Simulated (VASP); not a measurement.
Data:

```
CELL_PARAMETERS angstrom
      0.00000     2.89195     2.89195
      2.89195     0.00000     2.89195
      2.89195     2.89195     0.00000
ATOMIC_POSITIONS crystal
  Li 0.25000 0.25000 0.25000
  Li 0.75000 0.75000 0.75000
  S  0.00000 0.00000 0.00000
```

All values below come from SCAN meta-GGA, VASP's PBE PAW potentials (set 64) (plane waves; VASP). Run with 520 eV cut-off, 7×7×7 Γ-centred mesh, Gaussian smearing of 0.050 eV, potentials Li_sv S.

Task: Estimate the energy per atom (σ→0), pressure.

Result: 
```yaml
energy per atom (σ→0): -6.340 eV/atom
pressure: -2.26 GPa
```

Only differences to runs with the same potentials and settings are physical.

The compound is Li2S in the antifluorite structure. This cell is one point of a volume scan, at 1.06 of the reference volume.
